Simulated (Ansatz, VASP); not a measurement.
**TaW2 (TaW2 in the C11b ordering): VASP beside Ansatz**

Wanted: the spread between two codes on one cell, functional and k mesh. The cell is generated by rule, not measured, and may not be a known phase. The cell is taken from a series of runs on this material, whose earlier steps may have relaxed, scaled, displaced or heated it; both programs get it as it stands.

Calculated with Ansatz 0.2.0; plane waves, with VASP 6.6.1 beside it; relaxation of cell and atoms at LDA and zone-centre phonons at LDA.

The structure was built from a prototype and need not be the compound's stable phase.

## (1) The structure

It takes space group I4/mmm (No. 139, tetragonal). Conventional cell: a = 3.163 Å, b = 3.163 Å, c = 9.537 Å, α = 90.00°, β = 90.00°, γ = 90.00°. Ta has 8 W at 2.76 Å nearest. Nearest to W lie 4 W at 2.71 Å and 4 Ta at 2.76 Å. Farther neighbours are not listed.

## (2) VASP: relaxation of cell and atoms, LDA, pair 1

The relaxed volume is the usual yardstick between codes: in a stiff, nearly cubic crystal its relative difference is about their pressure difference at one cell divided by the bulk modulus.

Lines of VASP's logs that name or quote its potential files are left out, and so is its time.

Contents of INCAR:

```
SYSTEM = TaW2
PREC = Accurate
ENCUT = 600
EDIFF = 1E-07
NELM = 120
ISMEAR = 0
SIGMA = 0.1
LREAL = .FALSE.
ALGO = Normal
GGA = CA
NBANDS = 17
LASPH = .TRUE.
LORBIT = 11
LWAVE = .FALSE.
LCHARG = .FALSE.
ISIF = 3
IBRION = 2
NSW = 80
EDIFFG = -0.005
GGA_COMPAT = .FALSE.
NELMIN = 4
KPAR = 2
```

Contents of POSCAR:

```
TaW2
1.0
    3.1634830000      0.0000000000      0.0000000000
    0.0000000000      3.1634830000      0.0000000000
    1.5817410000      1.5817410000      4.7684890000
Ta W
1 2
Direct
    0.0000000000      0.0000000000      0.0000000000
    0.6698359790      0.6698359790      0.6603282507
    0.3301640210      0.3301640210      0.3396717493
```

Contents of KPOINTS:

```
Automatic mesh
0
Gamma
10 10 10
0 0 0
```

PAW data sets: Ta_pv and W (LDA family, release 64).

On the command line:

```
$ mpirun -np 2 vasp_std
```

Numbers of over 12 decimals in the logs are rounded to 6 here.

What it wrote:

```text
[banner, memory and clock lines left out]
running    2 mpi-ranks, on    1 nodes
 distrk:  each k-point on    1 cores,    2 groups
 distr:  one band on    1 cores,    1 groups

 POSCAR found type information on POSCAR TaW
 POSCAR found :  2 types and       3 ions
 LDA part: xc-table for (Slater(with rela. corr.)+CA(PZ))
 , standard interpolation
 POSCAR, INCAR and KPOINTS ok, starting setup
 FFT: planning ... GRIDC
 FFT: planning ... GRID_SOFT
 FFT: planning ... GRID
 WAVECAR not read
 entering main loop
       N       E                     dE             d eps       ncg     rms          rms(c)
DAV:   1     0.137984902675E+03    0.13798E+03   -0.12488E+04  3468   0.141E+03
DAV:   2    -0.368730749383E+02   -0.17486E+03   -0.17148E+03  4323   0.362E+02
DAV:   3    -0.432931007521E+02   -0.64200E+01   -0.62223E+01  4891   0.582E+01
DAV:   4    -0.433835266265E+02   -0.90426E-01   -0.90102E-01  4160   0.681E+00
DAV:   5    -0.433850484414E+02   -0.15218E-02   -0.15201E-02  5043   0.772E-01    0.331E+01
DAV:   6    -0.420730453935E+02    0.13120E+01   -0.13179E+00  3830   0.794E+00    0.161E+01
DAV:   7    -0.416195582569E+02    0.45349E+00   -0.12499E+00  3877   0.805E+00    0.131E+00
DAV:   8    -0.415971736476E+02    0.22385E-01   -0.13433E-01  4892   0.225E+00    0.408E-01
DAV:   9    -0.415937058424E+02    0.34678E-02   -0.55294E-03  4066   0.579E-01    0.144E-01
DAV:  10    -0.415934603201E+02    0.24552E-03   -0.39490E-04  4865   0.118E-01    0.361E-02
DAV:  11    -0.415934610406E+02   -0.72046E-06   -0.33114E-05  4958   0.291E-02    0.171E-02
DAV:  12    -0.415934611137E+02   -0.73053E-07   -0.29955E-06  4548   0.133E-02    0.236E-03
DAV:  13    -0.415934610404E+02    0.73301E-07   -0.56077E-07  4804   0.408E-03
   1 F= -.41593461E+02 E0= -.41590814E+02  d E =-.415935E+02
[...]
2 F= -.41590155E+02 E0= -.41587661E+02  d E =0.330604E-02
[...]
3 F= -.41594082E+02 E0= -.41591481E+02  d E =-.621330E-03
[...]
4 F= -.41594230E+02 E0= -.41591603E+02  d E =-.147294E-03
[...]
5 F= -.41594272E+02 E0= -.41591653E+02  d E =-.189198E-03
[...]
6 F= -.41594271E+02 E0= -.41591654E+02  d E =-.189123E-03
 curvature:  -0.33 expect dE=-0.579E-05 dE for cont linesearch -0.595E-07
 ZBRENT: accuracy reached
 trial: gam= 0.01216 g(F)=  0.261E-07 g(S)=  0.175E-04 ort = 0.115E-04 (trialstep = 0.800E+00)
 search vector abs. value=  0.179E-04
 bond charge predicted
       N       E                     dE             d eps       ncg     rms          rms(c)
DAV:   1    -0.415942882528E+02   -0.16757E-04   -0.10668E-03  3487   0.251E-01    0.172E-02
DAV:   2    -0.415942806732E+02    0.75796E-05   -0.14313E-05  4983   0.281E-02    0.938E-03
DAV:   3    -0.415942779328E+02    0.27404E-05   -0.71481E-06  4828   0.146E-02    0.417E-03
DAV:   4    -0.415942777276E+02    0.20524E-06   -0.11585E-06  4984   0.611E-03    0.232E-03
DAV:   5    -0.415942777219E+02    0.56352E-08   -0.64083E-08  1958   0.160E-03
   7 F= -.41594278E+02 E0= -.41591671E+02  d E =-.622877E-05
 trial-energy change:   -0.000006  1 .order   -0.000006   -0.000014    0.000001
 step:   0.7268(harm=  0.7268)  dis= 0.00002  next Energy=   -41.594278 (dE=-0.641E-05)
 reached required accuracy - stopping structural energy minimisation
```

Parts of OUTCAR (step 2):

```text
ion  position               nearest neighbor table
   1  0.000  0.000  0.000-   2 2.76   3 2.76   2 2.76   2 2.76   3 2.76   3 2.76   2 2.76   3 2.76
                             3 3.15   2 3.15
   2  0.670  0.670  0.660-   3 2.71   3 2.71   3 2.71   3 2.71   1 2.76   1 2.76   1 2.76   1 2.76
                             1 3.15   3 3.24
   3  0.330  0.330  0.340-   2 2.71   2 2.71   2 2.71   2 2.71   1 2.76   1 2.76   1 2.76   1 2.76
                             1 3.15   2 3.24

  LATTYP: Found a body centered tetragonal cell.
 ALAT       =     3.1634830000
 C/A-ratio  =     3.0147081555

 Subroutine GETGRP returns: Found 16 space group operations
 (whereof 16 operations were pure point group operations)

The static configuration has the point symmetry D_4h.

 Found    102 irreducible k-points:

   k-points           NKPTS =    102   k-points in BZ     NKDIM =    102   number of bands    NBANDS=     17

   dimension x,y,z NGX =    28 NGY =   28 NGZ =   42
   dimension x,y,z NGXF=    56 NGYF=   56 NGZF=   84

   ENCUT  =  600.0 eV  44.10 Ry    6.64 a.u.   6.32  6.32 10.52*2*pi/ulx,y,z

   NELECT =      23.0000    total number of electrons

 k-points in reciprocal lattice and weights: Automatic mesh
   0.00000000  0.00000000  0.00000000       0.001
   0.10000000  0.00000000  0.00000000       0.008
   0.20000000  0.00000000  0.00000000       0.008
   0.30000000  0.00000000  0.00000000       0.008
   0.40000000  0.00000000 -0.00000000       0.008
   0.50000000  0.00000000  0.00000000       0.004
   0.10000000  0.10000000  0.00000000       0.008
   0.20000000  0.10000000  0.00000000       0.016
   0.30000000  0.10000000  0.00000000       0.016
[...]
-0.10000000 -0.10000000  0.40000000       0.004
   0.00000000  0.00000000  0.50000000       0.001

 average (electrostatic) potential at core
       1 -35.2369       2 -38.2019       3 -38.2019

 E-fermi :   7.1634

 k-point     1 :       0.0000    0.0000    0.0000
  band No.  band energies     occupation
    ...
      7       3.3979      2.00000
      8       3.7110      2.00000
      9       6.6218      2.00000
     10       6.6218      2.00000
     11       6.6620      2.00000
     12       8.7065      0.00000
     13       8.7065      0.00000
     14       9.3852      0.00000
     15       9.3852      0.00000
     16      10.2386      0.00000
    ...

 k-point     2 :       0.1000    0.0000    0.0000
  band No.  band energies     occupation
    ...
      7       3.4073      2.00000
      8       3.9649      2.00000
      9       6.5356      2.00000
     10       6.5960      2.00000
     11       6.7568      2.00000
     12       7.9547      0.00000
     13       8.3578      0.00000
     14       8.6842      0.00000
     15       8.9396      0.00000
     16       9.9109      0.00000
    ...

 k-point     3 :       0.2000    0.0000    0.0000
  band No.  band energies     occupation
    ...
      7       3.8208      2.00000
      8       4.8380      2.00000
      9       6.1744      2.00000
     10       6.3738      2.00000
     11       6.5209      2.00000
     12       7.5936      0.00000
     13       7.8817      0.00000
     14       8.2784      0.00000
     15       8.3113      0.00000
     16       9.0330      0.00000
    ...

  Total        0.0026262      0.0026262     -0.0015064     -0.0000000      0.0000000      0.0000000
  in kB        0.0883896      0.0883896     -0.0506998     -0.0000000      0.0000000      0.0000000
  external PRESSURE =       0.0420265 kB  Pullay stress =       0.0000000 kB

  energy-cutoff  :      600.00
  volume of cell :       47.60
      direct lattice vectors                 reciprocal lattice vectors
     3.159873314 -0.000000000  0.000000000     0.316468384  0.000000000 -0.104873224
    -0.000000000  3.159873314  0.000000000     0.000000000  0.316468384 -0.104873224
     1.579936157  1.579936157  4.767659691    -0.000000000 -0.000000000  0.209746514

 POSITION                                       TOTAL-FORCE (eV/Angst)
 -----------------------------------------------------------------------------------
      0.00000      0.00000      0.00000         0.000000     -0.000000      0.000000
      3.15987      3.15987      3.14418         0.000000      0.000000     -0.001497
      1.57994      1.57994      1.62348        -0.000000     -0.000000      0.001497
 -----------------------------------------------------------------------------------
    total drift:                                0.000000      0.000000      0.000000

  FREE ENERGIE OF THE ION-ELECTRON SYSTEM (eV)
  ---------------------------------------------------
  free  energy   TOTEN  =       -41.5942777219 eV

  energy  without entropy=      -41.5890648664  energy(sigma->0) =      -41.59167129

 reached required accuracy - stopping structural energy minimisation

 total charge
# of ion       s       p       d       tot
------------------------------------------
    1        0.387   6.227   2.458   9.072
    2        0.690   0.669   4.283   5.642
    3        0.690   0.669   4.283   5.642
--------------------------------------------------
tot          1.767   7.565  11.024  20.356

[... 3 further parts left out ...]
```

CONTCAR:

```
TaW2
   1.00000000000000
     3.1598733136285957   -0.0000000000000000    0.0000000000585755
    -0.0000000000000000    3.1598733136285957    0.0000000000585755
     1.5799361574726887    1.5799361574726887    4.7676596913684026
  Ta              W
     1     2
Direct
     0.0000000000000000    0.0000000000000000    0.0000000000000000
     0.6702602228659145    0.6702602228659145    0.6594797629670703
     0.3297397771340855    0.3297397771340855    0.3405202370329296
```

The run keeps the 16 symmetry operations of its start, so it cannot find a distortion of lower symmetry.

## (3) Ansatz: relaxation of cell and atoms, LDA, pair 1

Ansatz runs on its default PAW (the set named soft_2) files.

The same cell, functional (in two slightly different forms), mesh and smearing now go to Ansatz, which takes its cutoff from its data sets.

Contents of input.yaml:

```yaml
crystal:
  lattice:
    - [3.163482769, 0.0, 0.0]
    - [0.0, 3.163482769, 0.0]
    - [1.5817413845, 1.5817413845, 4.7684889573]
  atoms:
    - { symbol: Ta, position: [0.0, 0.0, 0.0] }
    - { symbol: W, position: [0.6698358482, 0.6698358482, 0.6603283036] }
    - { symbol: W, position: [0.3301641518, 0.3301641518, 0.3396716964] }
kpoints:
  mp_grid: { grid: [10, 10, 10] }
hamiltonian:
  xc: lda
scf:
  occupations: { method: gaussian, width: 0.1 }
output:
  forces: true
  stress: true
  eigenvalues: true
relax:
  adjacent_minimum: "off"
  f_tol: 0.005
  max_steps: 80
  cell: { stress_tol: 0.05 }
```

On the command line:

```
$ ansatz run input.yaml --threads 4 --pin off --max-ram 8192MiB --backend cpu --events-out ev --progress --plain --runs-dir out
```

What it wrote:

```text
Engine: ansatz 0.2.0, aarch64-unknown-linux-gnu
Pseudopotentials: kind: paw
Pseudopotential: Ta, paw, valence charge 13, recommended cutoff 420 eV (normal), Ta.paw.azcp
Pseudopotential: W, paw, valence charge 14, recommended cutoff 420 eV (normal), W.paw.azcp
Functional definition: SPW92
  exchange = slater_x
  correlation = pw_c
Crystal: 3 atoms, lattice volume = 47.721 Å³
Basis set: ecut = 420 eV, 963 PW (Γ)
Bands: 25, of which v1, the nominal top of the filled ones, is band 21 counted from 1 (20 counted from 0)
Symmetry: 16 space group operations
Space group: I4/mmm (ITA 139), of the structure as read, at distance tolerance 3.6e-5 Å
k-points: 102 of 1000
Non-local potential: Ta, projectors of the file, l = 0: 3, l = 1: 2, l = 2: 2, l = 3: 1
Non-local potential: W, projectors of the file, l = 0: 3, l = 1: 2, l = 2: 2, l = 3: 1
PAW form: soft (Blöchl's): semilocal exchange-correlation on the pseudo side does not see the compensation charge
PAW frozen core: Ta, regenerated for the run's functional, and the local potential with it (the file was generated under x = pbe(κ = 0.804, μ = 0.219515), c = pbe(β = 0.066725))
PAW frozen core: W, regenerated for the run's functional, and the local potential with it (the file was generated under x = pbe(κ = 0.804, μ = 0.219515), c = pbe(β = 0.066725))
PAW one-centre angular grid: Ta, 590 points (default); XC on 64 Gauss nodes
PAW one-centre angular grid: W, 590 points (default); XC on 64 Gauss nodes
Initial density: superposition of atomic densities (neutral atoms: chi_scale 0, normalization atom), corrected by the library's trained network
Initial wavefunctions: pseudopotential atomic-orbital guess
Functional: x = slater, c = lda
SCF iter   1: F=—  HF=-29942.689405 eV  |F-HF|=—  |Δ(HF+E_count)|=         —  Δρ=8.96e-3  dr2=8.04e-2  ethr=1.77e-3  ⟨swp⟩=4.9  Hψ=10702  notcnv=0
preconditioner: auto → Kerker (q_TF=auto, 2.660 Å⁻¹)  [metal: Δε(μ)=0.011 eV  Ē_g=5.149 eV  σ=0.100 eV  W_gap=0.06  n_scr=12 (ndim 8)  ℏωp=22.2 eV  f_vac=0.000  D(μ)=1.03/eV (n_scr^D=2)]
SCF iter   2: F=—  HF=-29942.679489 eV  |F-HF|=—  |Δ(HF+E_count)|=   9.92e-3  Δρ=5.04e-3  dr2=2.33e-2  ethr=1.96e-4  ⟨swp⟩=1.0  Hψ=3366  notcnv=0
SCF iter   3: F=—  HF=-29942.675064 eV  |F-HF|=—  |Δ(HF+E_count)|=   4.42e-3  Δρ=6.84e-4  dr2=2.56e-4  ethr=5.69e-5  ⟨swp⟩=2.0  Hψ=3246  notcnv=0
SCF iter   4: F=—  HF=-29942.674975 eV  |F-HF|=—  |Δ(HF+E_count)|=   8.96e-5  Δρ=8.78e-5  dr2=3.39e-6  ethr=6.25e-7  ⟨swp⟩=2.0  Hψ=3380  notcnv=0
SCF iter   5: F=—  HF=-29942.674975 eV  |F-HF|=—  |Δ(HF+E_count)|=   8.01e-7  Δρ=1.79e-5  dr2=1.96e-7  ethr=8.26e-9  ⟨swp⟩=2.1  Hψ=3913  notcnv=0
SCF iter   6: F=-29942.674975 eV  HF=-29942.674975 eV  |F-HF|=3.55e-9  |Δ(HF+E_count)|=   5.69e-8  Δρ=3.09e-6  dr2=5.67e-9  ethr=2.44e-10  ⟨swp⟩=6.8  Hψ=10289  notcnv=0
SCF 1 converged in 6 iterations: F = -29942.674975 eV  dr2 = 5.67e-9
  greatest PAW one-centre occupation: 1.000 electrons in one spin orbital (limit 2), on the Ta atom at site 0 (counted from 0), in its partial waves of l = 0
relax step   1: F+E_penalty+E_count = -29942.67497540 eV  Δ(F+E_penalty+E_count) = +0.000e0 eV  max|allowed force component| = 2.524e-2 eV/Å  Δτ_max = 0.0000 Å  P = -0.323 GPa  Ω = 47.721 Å³  (6 SCF iters, dr2 threshold 1.00e-7 eV, accepted)
[...]
relax step   2: F+E_penalty+E_count = -29942.67459436 eV  Δ(F+E_penalty+E_count) = +3.810e-4 eV  max|allowed force component| = 5.946e-2 eV/Å  Δτ_max = 0.0023 Å  P = +0.918 GPa  Ω = 47.531 Å³  energy of the carried Pulay correction = +5.114e-5 eV  (6 SCF iters, dr2 threshold 2.80e-7 eV, rejected (line search))
[...]
relax step   3: F+E_penalty+E_count = -29942.67505669 eV  Δ(F+E_penalty+E_count) = -8.128e-5 eV  max|allowed force component| = 1.451e-3 eV/Å  Δτ_max = 0.0007 Å  P = +0.005 GPa  Ω = 47.671 Å³  energy of the carried Pulay correction = +1.354e-5 eV  (6 SCF iters, accepted)
[...]
relax step   4: F+E_penalty+E_count = -29942.67504377 eV  Δ(F+E_penalty+E_count) = +1.292e-5 eV  max|allowed force component| = 1.449e-3 eV/Å  Δτ_max = 0.0000 Å  P = +0.004 GPa  Ω = 47.671 Å³  stress off target by 2.36e-2 GPa  SCF on the basis re-selected at this cell (its energy is not comparable with the rows above)  (7 SCF iters)
basis re-selected at this cell: Δ(F+E_penalty+E_count) = +1.292e-5 eV, ΔP = -0.000 GPa vs the last step (what re-selecting the basis moved, of the pressure what is left beyond the Pulay correction that the steps carried, after the strain that the cell walked since its last selection, with what the two solves' SCF thresholds leave and, on support functions, any second-order correction that the steps lacked; it is no m [...]
SCF converged after 7 iterations
Free energy (F): -29942.675044 eV
Harris-Foulkes:  -29942.675044 eV  (|F-HF|=3.64e-12)
Internal energy: -29942.669743 eV  (E = F + TS)
E sigma→0 (E₀):  -29942.672394 eV
Entropy (-TS):   -0.005300 eV (-1.767 meV/atom)
Fermi energy:    21.623437 eV
--- Per-component energies (eV) ---
  E_band       = -244.372059
  E_kinetic    = 1272.463916
  E_local      = -1708.137818  (includes V_loc(G=0)·N_el)
  E_nonlocal   = 34.851070
  E_hartree    = 610.191372
  E_xc         = -748.902446
  E_vxc        = -684.501135  (∫ρ·V_xc dr)
  E_paw        = -24769.042920  (= ΣΔE_a)
  E_vpaw       = -379.430854  (= ΣTr[D̂ρ^β])
  E_aug_tail   = 0.000017  (compensation charges beyond the density's cutoff)
  E_ewald      = -4634.918143
  E_core_change = 0.825209  (= ΣΔE_core)
  E_smearing   = -0.005300  (= −TS)
  E_closure    = 0.000000  (closes the sum)
  Σ components = -29942.675044   (vs F -29942.675044, Δ=0.00e0)
--- Forces (eV/Å), atoms counted from 1 ---
  atom   1  Ta    -0.00000000     0.00000000     0.00000000
  atom   2  W     -0.00000000     0.00000000    -0.00144941
  atom   3  W      0.00000000     0.00000000     0.00144941
  max |Σ_I F_I| component: 2.17e-19 eV/Å
--- Stress (GPa, compression-positive) ---
        0.018534      -0.000000      -0.000000
       -0.000000       0.018534      -0.000000
       -0.000000      -0.000000      -0.023601
  P = ⅓ Tr σ = 0.0045 GPa (0.045 kbar)
--- Band table (eV; the first three rows and the last of 102) ---
  k-point 0: bands = [... 17 lower, 21.1020, 21.1020, 21.1415, 23.1671, 23.1671, 23.8294, 23.8294, 24.7146]
  k-point 1: bands = [... 17 lower, 21.0891, 21.0891, 21.1870, 22.7342, 22.7342, 24.3979, 24.3979, 24.5359]
  k-point 2: bands = [... 17 lower, 21.0580, 21.0580, 21.3206, 22.2126, 22.2126, 24.0425, 24.3025, 24.9144]
  k-point 101: bands = [... 17 lower, 19.3822, 19.6612, 21.9276, 22.5369, 24.6781, 24.8020, 25.2395, 25.3074]
--- Relaxed structure (3 steps of the walk, 2 accepted, 1 SCFs on fresh bases) ---
  F+E_penalty+E_count = -29942.67504377 eV   max|allowed force component| = 1.449e-3 eV/Å   (the final SCF, on the basis selected at the relaxed cell)
  cell:  # Å, volume = 47.6707 Å³
    - [3.162140, 0.0, 0]
    - [0, 3.162140, 0]
    - [1.581070, 1.581070, 4.767488]
  atoms:
    - { symbol: Ta, position: [0, 0, 0] }
    - { symbol: W, position: [0.669910, 0.669910, 0.660181] }
    - { symbol: W, position: [0.330090, 0.330090, 0.339819] }
```

Reading the cycles: dr2 is the Hartree energy of the density residual (eV), the measure of convergence; HF is the Harris–Foulkes estimate of the energy, which meets the free energy F at convergence.

## (4) Side by side

Known differences besides the potentials themselves: the two LDA forms differ slightly; the data sets hold 41 valence electrons in Ansatz (on its default PAW (the set named soft_2) files) and 23 in VASP; the cutoff is 420 eV in Ansatz and 600 eV in VASP; VASP's log shows a relativistic correction to its local exchange, Ansatz's none; Ansatz adds a Pulay correction to the stress that steers its cell, VASP none. Total energies have different zeros and are not compared.

Both answers:

```
                                         quantity  Ansatz   VASP  difference
                                      volume (Å³)   47.67  47.60     +0.14 %
edge a after relaxation, in the typed setting (Å)   3.162  3.160     +0.07 %
edge c after relaxation, in the typed setting (Å)   5.266  5.265     +0.01 %
```

(Continued in part 2 of 2.)

[Lines on the potential files, build, host, timing and source positions are cut from VASP's logs without a mark.]

[Logs are printed without paths, hosts, clocks, repeated set-up lines and the standing remarks that a program may print on its own settings, such as how far it seeks lower states.]

[Hosts, paths, dates, database ids (printed as entryN), source tags and the programs' standing remarks are cut or masked in the printed files.]
